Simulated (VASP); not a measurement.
All values below come from PBEsol GGA, VASP's PBE PAW potentials (set 64) (plane waves; VASP).

VASP input:

KPOINTS:
```
Automatic mesh
0
Gamma
6 6 6
0 0 0
```

### INCAR
```
SYSTEM = BaTiO3
PREC = Accurate; ENCUT = 520; LREAL = .FALSE.
LASPH = .TRUE.
EDIFF = 1E-8; NELM = 100; ALGO = Normal
LMAXMIX = 4
ISMEAR = 0; SIGMA = 0.01
GGA = PS
IBRION = 8; NSW = 1
LWAVE = .FALSE.; LCHARG = .FALSE.
LEPSILON = .TRUE.
```

File POSCAR:
```
BaTiO3
7.9134750
  0.5000000269   0.0000000000   0.0000000000
  0.0000000000   0.3591041448   0.3607922939
  0.0000000000  -0.3591041448   0.3607922939
Ba Ti O
1 1 3
direct
  0.0000000000   0.0040722077   0.0040722077
  0.5000000000   0.5178496495   0.5178496495
  0.5000000000   0.9800500621   0.4905255947
  0.5000000000   0.4905255947   0.9800500621
  0.0000000000   0.4873924861   0.4873924861
```

POTCAR, in this order: Ba_sv Ti_sv O (PBE.64 set). Program: vasp_std.

What VASP printed:

### OUTCAR
```
 ion  position               nearest neighbor table
   1  0.000  0.004  0.004-   5 2.76   4 2.79   3 2.79   3 2.79   4 2.79   5 2.84   5 2.84   4 2.86
                             3 2.86   3 2.86   4 2.86   5 2.95   2 3.41   2 3.41   2 3.46   2 3.46
   2  0.500  0.518  0.518-   3 1.86   4 1.86   5 1.99   5 1.99   3 2.17   4 2.17   1 3.41   1 3.41
                             1 3.46   1 3.46   1 3.46   1 3.46   1 3.54   1 3.54
   3  0.500  0.980  0.491-   2 1.86   2 2.17   1 2.79   1 2.79   1 2.86   1 2.86
   4  0.500  0.491  0.980-   2 1.86   2 2.17   1 2.79   1 2.79   1 2.86   1 2.86
   5  0.000  0.487  0.487-   2 1.99   2 1.99   1 2.76   1 2.84   1 2.84   1 2.95
  LATTYP: Found a base centered orthorhombic cell.
 ALAT       =     5.6835233442
 B/A-ratio  =     1.0047010014
 C/A-ratio  =     0.6961769088
 Subroutine PRICEL returns:
 Original cell was already a primitive cell.
 Subroutine GETGRP returns: Found  4 space group operations
The static configuration has the point symmetry C_2v.
The dynamic configuration has the point symmetry C_2v.
 Subroutine INISYM returns: Found  4 space group operations
 Subroutine IBZKPT returns following result:
 Found     52 irreducible k-points:

 Following reciprocal coordinates:
            Coordinates               Weight
  0.000000  0.000000  0.000000      1.000000
  0.166667  0.000000  0.000000      2.000000
  0.333333  0.000000  0.000000      2.000000
  0.500000  0.000000  0.000000      1.000000
  0.000000  0.166667 -0.000000      4.000000
  0.166667  0.166667 -0.000000      8.000000
  0.333333  0.166667 -0.000000      8.000000
  0.500000  0.166667 -0.000000      4.000000
  0.000000  0.333333  0.000000      4.000000
  0.166667  0.333333  0.000000      8.000000
  0.333333  0.333333  0.000000      8.000000
  0.500000  0.333333  0.000000      4.000000
  0.000000  0.500000 -0.000000      2.000000
  0.166667  0.500000 -0.000000      4.000000
  0.333333  0.500000 -0.000000      4.000000
  0.500000  0.500000 -0.000000      2.000000
  0.000000  0.166667  0.166667      2.000000
...
```

**OUTCAR**
```


 HEAD OF MICROSCOPIC STATIC DIELECTRIC TENSOR (INDEPENDENT PARTICLE, excluding Hartree and local field effects)
 ------------------------------------------------------
           6.505721     0.000000     0.000000
           0.000000     6.459637     0.000000
           0.000000     0.000000     6.091303
 ------------------------------------------------------

 MACROSCOPIC STATIC DIELECTRIC TENSOR (including local field effects in DFT)
 ------------------------------------------------------
           6.311065     0.000000     0.000000
           0.000000     6.052548     0.000000
           0.000000     0.000000     5.627796
 ------------------------------------------------------

 PIEZOELECTRIC TENSOR (including local field effects)  for field in x, y, z        (e  Angst)
          XX          YY          ZZ          XY          YZ          ZX
  --------------------------------------------------------------------------------
  x     0.00000     0.00000     0.00000     0.00000     0.00000     0.36901
  y     0.00000     0.00000     0.00000     0.00000    -0.17907     0.00000
  z     0.85997     0.32801     0.99298     0.00000     0.00000     0.00000

 PIEZOELECTRIC TENSOR (including local field effects)  for field in x, y, z        (C/m^2)
          XX          YY          ZZ          XY          YZ          ZX
  --------------------------------------------------------------------------------
  x     0.00000     0.00000     0.00000     0.00000     0.00000     0.09208
  y     0.00000     0.00000     0.00000     0.00000    -0.04469     0.00000
  z     0.21459     0.08185     0.24778     0.00000     0.00000     0.00000

 BORN EFFECTIVE CHARGES (including local field effects) (in |e|, cummulative output)
 ---------------------------------------------------------------------------------
 ion    1
    1     2.72169     0.00000     0.00000
    2     0.00000     2.82046     0.00000
    3     0.00000     0.00000     2.77101
 ion    2
    1     6.92957     0.00000     0.00000
    2     0.00000     6.39403     0.00000
    3     0.00000     0.00000     5.55864
 ion    3
    1    -2.04219     0.00000     0.00000
    2     0.00000    -3.62759    -1.55672
    3     0.00000    -1.36623    -3.16994
 ion    4
    1    -2.04219     0.00000     0.00000
    2     0.00000    -3.62759     1.55672
    3     0.00000     1.36623    -3.16994
 ion    5
    1    -5.56688     0.00000     0.00000
    2     0.00000    -1.95931     0.00000
    3     0.00000     0.00000    -1.98978
```
(Selected blocks of OUTCAR.)

The dielectric response may not be converged in the k-mesh; for small gaps it tends to come out too large.

The structure comes from a computed database's BaTiO3 entry (Amm2); how it stands against other phases isn't given here. It was relaxed first.
